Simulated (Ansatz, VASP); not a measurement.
## Cross-check of Ge (Germanium) between VASP and Ansatz

Aim: how closely do two programs agree when they are given the same cell, functional and k mesh? The cell is taken from a series of runs on this material, whose earlier steps may have relaxed, scaled, displaced or heated it; both programs get it as it stands.

Program: Ansatz 0.2.0. Level of theory: plane waves, with VASP 6.6.1 beside it; zone-centre phonons at PBEsol. Results are calculated unless marked as measured.

## (1) The starting structure

Symmetry: Imma, No. 74, orthorhombic system. Conventional cell: a = 4.013 Å, b = 4.093 Å, c = 5.632 Å, α = 90.00°, β = 90.00°, γ = 90.00°. Ge has 4 Ge at 2.46 to 2.48 Å nearest.

Coordinates:

```xyz
2
Lattice="0.0286 2.8659 2.8160 2.8659 0.0286 2.8160 2.8945 2.8945 0.0000" Properties=species:S:1:pos:R:3 pbc="T T T"
Ge    2.8943    2.8943    2.8232
Ge    4.3420    4.3420    4.2169
```

## (2) VASP: zone-centre phonons, PBEsol

Second derivatives magnify differences that forces hide, and they need a tight electronic threshold.

Lines of VASP's logs that name or quote its potential files are left out, and so is its time.

Input file INCAR:

```
SYSTEM = Ge
PREC = Accurate
ENCUT = 500
EDIFF = 1E-08
NELM = 120
ISMEAR = 0
SIGMA = 0.015
LREAL = .FALSE.
ALGO = Normal
GGA = PS
NBANDS = 20
LORBIT = 11
LWAVE = .FALSE.
LCHARG = .FALSE.
ISIF = 2
ISYM = 2
IBRION = 8
LASPH = .TRUE.
GGA_COMPAT = .FALSE.
EFERMI = MIDGAP
KPAR = 2
```

Input file POSCAR:

```
Ge
1.0
    0.0286247470      2.8659028951      2.8160479776
    2.8659028951      0.0286247470      2.8160479776
    2.8945276421      2.8945276421      0.0000000000
Ge
2
Direct
    0.5012683420      0.5012683420      0.4986625856
    0.7487316580      0.7487316580      0.7513374144
```

Input file KPOINTS:

```
Points of the shifted mesh
1728
Reciprocal
 0.0416666667  0.0416666667  0.0416666667 1
 0.0416666667  0.0416666667  0.1250000000 1
 0.0416666667  0.0416666667  0.2083333333 1
 0.0416666667  0.0416666667  0.2916666667 1
 0.0416666667  0.0416666667  0.3750000000 1
 0.0416666667  0.0416666667  0.4583333333 1
 0.0416666667  0.0416666667  0.5416666667 1
 0.0416666667  0.0416666667  0.6250000000 1
 0.0416666667  0.0416666667  0.7083333333 1
 0.0416666667  0.0416666667  0.7916666667 1
 0.0416666667  0.0416666667  0.8750000000 1
 0.0416666667  0.0416666667  0.9583333333 1
 0.0416666667  0.1250000000  0.0416666667 1
 0.0416666667  0.1250000000  0.1250000000 1
 0.0416666667  0.1250000000  0.2083333333 1
 0.0416666667  0.1250000000  0.2916666667 1
 0.0416666667  0.1250000000  0.3750000000 1
 0.0416666667  0.1250000000  0.4583333333 1
 0.0416666667  0.1250000000  0.5416666667 1
 0.0416666667  0.1250000000  0.6250000000 1
 0.0416666667  0.1250000000  0.7083333333 1
 0.0416666667  0.1250000000  0.7916666667 1
 0.0416666667  0.1250000000  0.8750000000 1
 0.0416666667  0.1250000000  0.9583333333 1
 0.0416666667  0.2083333333  0.0416666667 1
 0.0416666667  0.2083333333  0.1250000000 1
 0.0416666667  0.2083333333  0.2083333333 1
 0.0416666667  0.2083333333  0.2916666667 1
 0.0416666667  0.2083333333  0.3750000000 1
 0.0416666667  0.2083333333  0.4583333333 1
 0.0416666667  0.2083333333  0.5416666667 1
 0.0416666667  0.2083333333  0.6250000000 1
 0.0416666667  0.2083333333  0.7083333333 1
 0.0416666667  0.2083333333  0.7916666667 1
 0.0416666667  0.2083333333  0.8750000000 1
 0.0416666667  0.2083333333  0.9583333333 1
 0.0416666667  0.2916666667  0.0416666667 1
 0.0416666667  0.2916666667  0.1250000000 1
 0.0416666667  0.2916666667  0.2083333333 1
 0.0416666667  0.2916666667  0.2916666667 1
 0.0416666667  0.2916666667  0.3750000000 1
 0.0416666667  0.2916666667  0.4583333333 1
 0.0416666667  0.2916666667  0.5416666667 1
 0.0416666667  0.2916666667  0.6250000000 1
 0.0416666667  0.2916666667  0.7083333333 1
 0.0416666667  0.2916666667  0.7916666667 1
 0.0416666667  0.2916666667  0.8750000000 1
 0.0416666667  0.2916666667  0.9583333333 1
 0.0416666667  0.3750000000  0.0416666667 1
 0.0416666667  0.3750000000  0.1250000000 1
 0.0416666667  0.3750000000  0.2083333333 1
 0.0416666667  0.3750000000  0.2916666667 1
 0.0416666667  0.3750000000  0.3750000000 1
 0.0416666667  0.3750000000  0.4583333333 1
 0.0416666667  0.3750000000  0.5416666667 1
 0.0416666667  0.3750000000  0.6250000000 1
 0.0416666667  0.3750000000  0.7083333333 1
 0.0416666667  0.3750000000  0.7916666667 1
 0.0416666667  0.3750000000  0.8750000000 1
 0.0416666667  0.3750000000  0.9583333333 1
 0.0416666667  0.4583333333  0.0416666667 1
 0.0416666667  0.4583333333  0.1250000000 1
 0.0416666667  0.4583333333  0.2083333333 1
 0.0416666667  0.4583333333  0.2916666667 1
 0.0416666667  0.4583333333  0.3750000000 1
 0.0416666667  0.4583333333  0.4583333333 1
 0.0416666667  0.4583333333  0.5416666667 1
 0.0416666667  0.4583333333  0.6250000000 1
 0.0416666667  0.4583333333  0.7083333333 1
 0.0416666667  0.4583333333  0.7916666667 1
 0.0416666667  0.4583333333  0.8750000000 1
 0.0416666667  0.4583333333  0.9583333333 1
 0.0416666667  0.5416666667  0.0416666667 1
 0.0416666667  0.5416666667  0.1250000000 1
 0.0416666667  0.5416666667  0.2083333333 1
 0.0416666667  0.5416666667  0.2916666667 1
 0.0416666667  0.5416666667  0.3750000000 1
 0.0416666667  0.5416666667  0.4583333333 1
 0.0416666667  0.5416666667  0.5416666667 1
 0.0416666667  0.5416666667  0.6250000000 1
 0.0416666667  0.5416666667  0.7083333333 1
 0.0416666667  0.5416666667  0.7916666667 1
 0.0416666667  0.5416666667  0.8750000000 1
 0.0416666667  0.5416666667  0.9583333333 1
 0.0416666667  0.6250000000  0.0416666667 1
 0.0416666667  0.6250000000  0.1250000000 1
 0.0416666667  0.6250000000  0.2083333333 1
 0.0416666667  0.6250000000  0.2916666667 1
 0.0416666667  0.6250000000  0.3750000000 1
 0.0416666667  0.6250000000  0.4583333333 1
 0.0416666667  0.6250000000  0.5416666667 1
 0.0416666667  0.6250000000  0.6250000000 1
 0.0416666667  0.6250000000  0.7083333333 1
 0.0416666667  0.6250000000  0.7916666667 1
 0.0416666667  0.6250000000  0.8750000000 1
 0.0416666667  0.6250000000  0.9583333333 1
 0.0416666667  0.7083333333  0.0416666667 1
 0.0416666667  0.7083333333  0.1250000000 1
 0.0416666667  0.7083333333  0.2083333333 1
 0.0416666667  0.7083333333  0.2916666667 1
 0.0416666667  0.7083333333  0.3750000000 1
 0.0416666667  0.7083333333  0.4583333333 1
 0.0416666667  0.7083333333  0.5416666667 1
 0.0416666667  0.7083333333  0.6250000000 1
 0.0416666667  0.7083333333  0.7083333333 1
 0.0416666667  0.7083333333  0.7916666667 1
 0.0416666667  0.7083333333  0.8750000000 1
 0.0416666667  0.7083333333  0.9583333333 1
 0.0416666667  0.7916666667  0.0416666667 1
 0.0416666667  0.7916666667  0.1250000000 1
 0.0416666667  0.7916666667  0.2083333333 1
 0.0416666667  0.7916666667  0.2916666667 1
[... 1390 lines left out ...]
 0.8750000000  0.4583333333  0.1250000000 1
 0.8750000000  0.4583333333  0.2083333333 1
 0.8750000000  0.4583333333  0.2916666667 1
 0.8750000000  0.4583333333  0.3750000000 1
 0.8750000000  0.4583333333  0.4583333333 1
 0.8750000000  0.4583333333  0.5416666667 1
 0.8750000000  0.4583333333  0.6250000000 1
 0.8750000000  0.4583333333  0.7083333333 1
 0.8750000000  0.4583333333  0.7916666667 1
 0.8750000000  0.4583333333  0.8750000000 1
 0.8750000000  0.4583333333  0.9583333333 1
 0.8750000000  0.5416666667  0.0416666667 1
 0.8750000000  0.5416666667  0.1250000000 1
 0.8750000000  0.5416666667  0.2083333333 1
 0.8750000000  0.5416666667  0.2916666667 1
 0.8750000000  0.5416666667  0.3750000000 1
 0.8750000000  0.5416666667  0.4583333333 1
 0.8750000000  0.5416666667  0.5416666667 1
 0.8750000000  0.5416666667  0.6250000000 1
 0.8750000000  0.5416666667  0.7083333333 1
 0.8750000000  0.5416666667  0.7916666667 1
 0.8750000000  0.5416666667  0.8750000000 1
 0.8750000000  0.5416666667  0.9583333333 1
 0.8750000000  0.6250000000  0.0416666667 1
 0.8750000000  0.6250000000  0.1250000000 1
 0.8750000000  0.6250000000  0.2083333333 1
 0.8750000000  0.6250000000  0.2916666667 1
 0.8750000000  0.6250000000  0.3750000000 1
 0.8750000000  0.6250000000  0.4583333333 1
 0.8750000000  0.6250000000  0.5416666667 1
 0.8750000000  0.6250000000  0.6250000000 1
 0.8750000000  0.6250000000  0.7083333333 1
 0.8750000000  0.6250000000  0.7916666667 1
 0.8750000000  0.6250000000  0.8750000000 1
 0.8750000000  0.6250000000  0.9583333333 1
 0.8750000000  0.7083333333  0.0416666667 1
 0.8750000000  0.7083333333  0.1250000000 1
 0.8750000000  0.7083333333  0.2083333333 1
 0.8750000000  0.7083333333  0.2916666667 1
 0.8750000000  0.7083333333  0.3750000000 1
 0.8750000000  0.7083333333  0.4583333333 1
 0.8750000000  0.7083333333  0.5416666667 1
 0.8750000000  0.7083333333  0.6250000000 1
 0.8750000000  0.7083333333  0.7083333333 1
 0.8750000000  0.7083333333  0.7916666667 1
 0.8750000000  0.7083333333  0.8750000000 1
 0.8750000000  0.7083333333  0.9583333333 1
 0.8750000000  0.7916666667  0.0416666667 1
 0.8750000000  0.7916666667  0.1250000000 1
 0.8750000000  0.7916666667  0.2083333333 1
 0.8750000000  0.7916666667  0.2916666667 1
 0.8750000000  0.7916666667  0.3750000000 1
 0.8750000000  0.7916666667  0.4583333333 1
 0.8750000000  0.7916666667  0.5416666667 1
 0.8750000000  0.7916666667  0.6250000000 1
 0.8750000000  0.7916666667  0.7083333333 1
 0.8750000000  0.7916666667  0.7916666667 1
 0.8750000000  0.7916666667  0.8750000000 1
 0.8750000000  0.7916666667  0.9583333333 1
 0.8750000000  0.8750000000  0.0416666667 1
 0.8750000000  0.8750000000  0.1250000000 1
 0.8750000000  0.8750000000  0.2083333333 1
 0.8750000000  0.8750000000  0.2916666667 1
 0.8750000000  0.8750000000  0.3750000000 1
 0.8750000000  0.8750000000  0.4583333333 1
 0.8750000000  0.8750000000  0.5416666667 1
 0.8750000000  0.8750000000  0.6250000000 1
 0.8750000000  0.8750000000  0.7083333333 1
 0.8750000000  0.8750000000  0.7916666667 1
 0.8750000000  0.8750000000  0.8750000000 1
 0.8750000000  0.8750000000  0.9583333333 1
 0.8750000000  0.9583333333  0.0416666667 1
 0.8750000000  0.9583333333  0.1250000000 1
 0.8750000000  0.9583333333  0.2083333333 1
 0.8750000000  0.9583333333  0.2916666667 1
 0.8750000000  0.9583333333  0.3750000000 1
 0.8750000000  0.9583333333  0.4583333333 1
 0.8750000000  0.9583333333  0.5416666667 1
 0.8750000000  0.9583333333  0.6250000000 1
 0.8750000000  0.9583333333  0.7083333333 1
 0.8750000000  0.9583333333  0.7916666667 1
 0.8750000000  0.9583333333  0.8750000000 1
 0.8750000000  0.9583333333  0.9583333333 1
 0.9583333333  0.0416666667  0.0416666667 1
 0.9583333333  0.0416666667  0.1250000000 1
 0.9583333333  0.0416666667  0.2083333333 1
 0.9583333333  0.0416666667  0.2916666667 1
 0.9583333333  0.0416666667  0.3750000000 1
 0.9583333333  0.0416666667  0.4583333333 1
 0.9583333333  0.0416666667  0.5416666667 1
 0.9583333333  0.0416666667  0.6250000000 1
 0.9583333333  0.0416666667  0.7083333333 1
 0.9583333333  0.0416666667  0.7916666667 1
 0.9583333333  0.0416666667  0.8750000000 1
 0.9583333333  0.0416666667  0.9583333333 1
 0.9583333333  0.1250000000  0.0416666667 1
 0.9583333333  0.1250000000  0.1250000000 1
 0.9583333333  0.1250000000  0.2083333333 1
 0.9583333333  0.1250000000  0.2916666667 1
 0.9583333333  0.1250000000  0.3750000000 1
 0.9583333333  0.1250000000  0.4583333333 1
 0.9583333333  0.1250000000  0.5416666667 1
 0.9583333333  0.1250000000  0.6250000000 1
 0.9583333333  0.1250000000  0.7083333333 1
 0.9583333333  0.1250000000  0.7916666667 1
 0.9583333333  0.1250000000  0.8750000000 1
 0.9583333333  0.1250000000  0.9583333333 1
 0.9583333333  0.2083333333  0.0416666667 1
 0.9583333333  0.2083333333  0.1250000000 1
 0.9583333333  0.2083333333  0.2083333333 1
 0.9583333333  0.2083333333  0.2916666667 1
 0.9583333333  0.2083333333  0.3750000000 1
 0.9583333333  0.2083333333  0.4583333333 1
 0.9583333333  0.2083333333  0.5416666667 1
 0.9583333333  0.2083333333  0.6250000000 1
 0.9583333333  0.2083333333  0.7083333333 1
 0.9583333333  0.2083333333  0.7916666667 1
 0.9583333333  0.2083333333  0.8750000000 1
 0.9583333333  0.2083333333  0.9583333333 1
 0.9583333333  0.2916666667  0.0416666667 1
 0.9583333333  0.2916666667  0.1250000000 1
 0.9583333333  0.2916666667  0.2083333333 1
 0.9583333333  0.2916666667  0.2916666667 1
 0.9583333333  0.2916666667  0.3750000000 1
 0.9583333333  0.2916666667  0.4583333333 1
 0.9583333333  0.2916666667  0.5416666667 1
 0.9583333333  0.2916666667  0.6250000000 1
 0.9583333333  0.2916666667  0.7083333333 1
 0.9583333333  0.2916666667  0.7916666667 1
 0.9583333333  0.2916666667  0.8750000000 1
 0.9583333333  0.2916666667  0.9583333333 1
 0.9583333333  0.3750000000  0.0416666667 1
 0.9583333333  0.3750000000  0.1250000000 1
 0.9583333333  0.3750000000  0.2083333333 1
 0.9583333333  0.3750000000  0.2916666667 1
 0.9583333333  0.3750000000  0.3750000000 1
 0.9583333333  0.3750000000  0.4583333333 1
 0.9583333333  0.3750000000  0.5416666667 1
 0.9583333333  0.3750000000  0.6250000000 1
 0.9583333333  0.3750000000  0.7083333333 1
 0.9583333333  0.3750000000  0.7916666667 1
 0.9583333333  0.3750000000  0.8750000000 1
 0.9583333333  0.3750000000  0.9583333333 1
 0.9583333333  0.4583333333  0.0416666667 1
 0.9583333333  0.4583333333  0.1250000000 1
 0.9583333333  0.4583333333  0.2083333333 1
 0.9583333333  0.4583333333  0.2916666667 1
 0.9583333333  0.4583333333  0.3750000000 1
 0.9583333333  0.4583333333  0.4583333333 1
 0.9583333333  0.4583333333  0.5416666667 1
 0.9583333333  0.4583333333  0.6250000000 1
 0.9583333333  0.4583333333  0.7083333333 1
 0.9583333333  0.4583333333  0.7916666667 1
 0.9583333333  0.4583333333  0.8750000000 1
 0.9583333333  0.4583333333  0.9583333333 1
 0.9583333333  0.5416666667  0.0416666667 1
 0.9583333333  0.5416666667  0.1250000000 1
 0.9583333333  0.5416666667  0.2083333333 1
 0.9583333333  0.5416666667  0.2916666667 1
 0.9583333333  0.5416666667  0.3750000000 1
 0.9583333333  0.5416666667  0.4583333333 1
 0.9583333333  0.5416666667  0.5416666667 1
 0.9583333333  0.5416666667  0.6250000000 1
 0.9583333333  0.5416666667  0.7083333333 1
 0.9583333333  0.5416666667  0.7916666667 1
 0.9583333333  0.5416666667  0.8750000000 1
 0.9583333333  0.5416666667  0.9583333333 1
 0.9583333333  0.6250000000  0.0416666667 1
 0.9583333333  0.6250000000  0.1250000000 1
 0.9583333333  0.6250000000  0.2083333333 1
 0.9583333333  0.6250000000  0.2916666667 1
 0.9583333333  0.6250000000  0.3750000000 1
 0.9583333333  0.6250000000  0.4583333333 1
 0.9583333333  0.6250000000  0.5416666667 1
 0.9583333333  0.6250000000  0.6250000000 1
 0.9583333333  0.6250000000  0.7083333333 1
 0.9583333333  0.6250000000  0.7916666667 1
 0.9583333333  0.6250000000  0.8750000000 1
 0.9583333333  0.6250000000  0.9583333333 1
 0.9583333333  0.7083333333  0.0416666667 1
 0.9583333333  0.7083333333  0.1250000000 1
 0.9583333333  0.7083333333  0.2083333333 1
 0.9583333333  0.7083333333  0.2916666667 1
 0.9583333333  0.7083333333  0.3750000000 1
 0.9583333333  0.7083333333  0.4583333333 1
 0.9583333333  0.7083333333  0.5416666667 1
 0.9583333333  0.7083333333  0.6250000000 1
 0.9583333333  0.7083333333  0.7083333333 1
 0.9583333333  0.7083333333  0.7916666667 1
 0.9583333333  0.7083333333  0.8750000000 1
 0.9583333333  0.7083333333  0.9583333333 1
 0.9583333333  0.7916666667  0.0416666667 1
 0.9583333333  0.7916666667  0.1250000000 1
 0.9583333333  0.7916666667  0.2083333333 1
 0.9583333333  0.7916666667  0.2916666667 1
 0.9583333333  0.7916666667  0.3750000000 1
 0.9583333333  0.7916666667  0.4583333333 1
 0.9583333333  0.7916666667  0.5416666667 1
 0.9583333333  0.7916666667  0.6250000000 1
 0.9583333333  0.7916666667  0.7083333333 1
 0.9583333333  0.7916666667  0.7916666667 1
 0.9583333333  0.7916666667  0.8750000000 1
 0.9583333333  0.7916666667  0.9583333333 1
 0.9583333333  0.8750000000  0.0416666667 1
 0.9583333333  0.8750000000  0.1250000000 1
 0.9583333333  0.8750000000  0.2083333333 1
 0.9583333333  0.8750000000  0.2916666667 1
 0.9583333333  0.8750000000  0.3750000000 1
 0.9583333333  0.8750000000  0.4583333333 1
 0.9583333333  0.8750000000  0.5416666667 1
 0.9583333333  0.8750000000  0.6250000000 1
 0.9583333333  0.8750000000  0.7083333333 1
 0.9583333333  0.8750000000  0.7916666667 1
 0.9583333333  0.8750000000  0.8750000000 1
 0.9583333333  0.8750000000  0.9583333333 1
 0.9583333333  0.9583333333  0.0416666667 1
 0.9583333333  0.9583333333  0.1250000000 1
 0.9583333333  0.9583333333  0.2083333333 1
 0.9583333333  0.9583333333  0.2916666667 1
 0.9583333333  0.9583333333  0.3750000000 1
 0.9583333333  0.9583333333  0.4583333333 1
 0.9583333333  0.9583333333  0.5416666667 1
 0.9583333333  0.9583333333  0.6250000000 1
 0.9583333333  0.9583333333  0.7083333333 1
 0.9583333333  0.9583333333  0.7916666667 1
 0.9583333333  0.9583333333  0.8750000000 1
 0.9583333333  0.9583333333  0.9583333333 1
```

The projector-augmented-wave data sets are Ge_d (PBE family, release 64).

On the command line:

```bash
$ mpirun -np 2 vasp_std
```

Numbers of over 12 decimals in the logs are rounded to 6 here.

What it wrote:

```text
[banner, memory and clock lines left out]
running    2 mpi-ranks, on    1 nodes
[...]
|                                                                             |
|               ----> ADVICE to this user running VASP <----                  |
|                                                                             |
|     You enforced a specific xc type in the INCAR file but a different       |
|     [... a line on the potential file left out ...]
|     I HOPE YOU KNOW WHAT YOU ARE DOING!                                     |
|                                                                             |

 LDA part: xc-table for (Slater+PW92), standard interpolation
 POSCAR, INCAR and KPOINTS ok, starting setup
[...]
entering main loop
       N       E                     dE             d eps       ncg     rms          rms(c)
DAV:   1     0.183044817263E+03    0.18304E+03   -0.14646E+04 74100   0.371E+03
DAV:   2     0.157784269985E+02   -0.16727E+03   -0.16289E+03 69284   0.586E+02
DAV:   3    -0.919070435276E+01   -0.24969E+02   -0.24792E+02 78044   0.144E+02
DAV:   4    -0.999754746626E+01   -0.80684E+00   -0.80628E+00 78020   0.306E+01
DAV:   5    -0.100109988340E+02   -0.13451E-01   -0.13451E-01 77320   0.433E+00    0.316E+00
DAV:   6    -0.991348469979E+01    0.97514E-01   -0.35882E-02 91860   0.240E+00    0.180E+00
DAV:   7    -0.986680270252E+01    0.46682E-01   -0.58731E-02 72504   0.253E+00    0.155E-01
DAV:   8    -0.986777616814E+01   -0.97347E-03   -0.68877E-03 78564   0.120E+00    0.520E-02
[...]
DAV:  12    -0.986790141347E+01    0.23404E-06   -0.72028E-07 92112   0.159E-02    0.512E-04
DAV:  13    -0.986790142362E+01   -0.10157E-07   -0.35485E-08 70892   0.244E-03    0.168E-04
DAV:  14    -0.986790140521E+01    0.18415E-07   -0.89717E-09 48020   0.183E-03    0.438E-05
DAV:  15    -0.986790139883E+01    0.63792E-08   -0.17525E-09 39916   0.456E-04
   1 F= -.98679014E+01 E0= -.98679014E+01  d E =-.368782E-20
 Linear response reoptimize wavefunctions to high precision
DAV:   1    -0.986790139767E+01    0.11551E-08   -0.45719E-10 40848   0.347E-04
DAV:   2    -0.986790139769E+01   -0.20918E-10   -0.97943E-11 38300   0.111E-04
 Linear response DOF=           2
 Linear response progress:
  Degree of freedom:   1/  2
       N       E                     dE             d eps       ncg     rms          rms(c)
RMM:   1    -0.186859357133E+00   -0.18686E+00    0.82437E+00 84729   0.446E+01
RMM:   2    -0.193982965269E+00   -0.71236E-02   -0.12733E-02111614   0.106E+00    0.722E-02
RMM:   3    -0.193985383546E+00   -0.24183E-05   -0.91858E-04118325   0.314E-01    0.417E-02
RMM:   4    -0.193868643596E+00    0.11674E-03   -0.61653E-05126454   0.806E-02    0.470E-03
RMM:   5    -0.193869677719E+00   -0.10341E-05   -0.38302E-06121866   0.179E-02    0.237E-03
RMM:   6    -0.193876799725E+00   -0.71220E-05   -0.20991E-07123607   0.503E-03    0.309E-04
RMM:   7    -0.193875789644E+00    0.10101E-05   -0.34882E-08127406   0.160E-03    0.196E-04
RMM:   8    -0.193874769612E+00    0.10200E-05   -0.11203E-08129110   0.575E-04    0.421E-05
RMM:   9    -0.193874675038E+00    0.94574E-07   -0.14515E-08129846   0.244E-04    0.200E-05
RMM:  10    -0.193874842363E+00   -0.16732E-06   -0.64532E-10130751   0.112E-04    0.559E-06
RMM:  11    -0.193874861000E+00   -0.18637E-07   -0.10928E-08130580   0.627E-05    0.320E-06
RMM:  12    -0.193874884931E+00   -0.23931E-07   -0.12836E-08129129   0.412E-05    0.206E-06
RMM:  13    -0.193874902752E+00   -0.17821E-07   -0.45299E-10119464   0.319E-05    0.543E-07
RMM:  14    -0.193874907788E+00   -0.50368E-08   -0.26196E-09102410   0.273E-05    0.926E-08
 first order change of Fermi-energy   0.73449E+00
 force on displaced ion       1 direction 1 : -10.803   0.240  -0.001
 Linear response progress:
  Degree of freedom:   2/  2
       N       E                     dE             d eps       ncg     rms          rms(c)
RMM:   1    -0.186677709579E+00   -0.18668E+00    0.83397E+00 84508   0.448E+01
RMM:   2    -0.193838012374E+00   -0.71603E-02   -0.13026E-02112123   0.107E+00    0.712E-02
RMM:   3    -0.193833229699E+00    0.47827E-05   -0.89241E-04118183   0.308E-01    0.411E-02
RMM:   4    -0.193715200193E+00    0.11803E-03   -0.62250E-05126719   0.803E-02    0.481E-03
RMM:   5    -0.193716111997E+00   -0.91180E-06   -0.36492E-06121662   0.177E-02    0.232E-03
RMM:   6    -0.193722960649E+00   -0.68487E-05   -0.23285E-07124204   0.502E-03    0.342E-04
RMM:   7    -0.193722262816E+00    0.69783E-06   -0.38093E-08127151   0.155E-03    0.199E-04
RMM:   8    -0.193721496694E+00    0.76612E-06   -0.47666E-09129421   0.556E-04    0.443E-05
RMM:   9    -0.193721364497E+00    0.13220E-06   -0.27757E-09121794   0.244E-04    0.185E-05
RMM:  10    -0.193721505279E+00   -0.14078E-06   -0.50440E-09129998   0.115E-04    0.621E-06
RMM:  11    -0.193721526865E+00   -0.21586E-07   -0.15920E-08132637   0.632E-05    0.351E-06
RMM:  12    -0.193721563041E+00   -0.36176E-07   -0.12031E-08132500   0.424E-05    0.144E-06
RMM:  13    -0.193721569384E+00   -0.63429E-08   -0.12057E-09101004   0.329E-05    0.564E-07
 first order change of Fermi-energy   0.30434E+01
 force on displaced ion       1 direction 3 :  -0.001  -0.001 -10.784
 Linear response finished
```

(Part 1 of 2 ends here.)

[Lines on the potential files, build, host, timing and source positions are cut from VASP's logs without a mark.]

[Logs are printed without paths, hosts, clocks, repeated set-up lines and the standing remarks that a program may print on its own settings, such as how far it seeks lower states.]

[Hosts, paths, dates, database ids (printed as entryN), source tags and the programs' standing remarks are cut or masked in the printed files.]
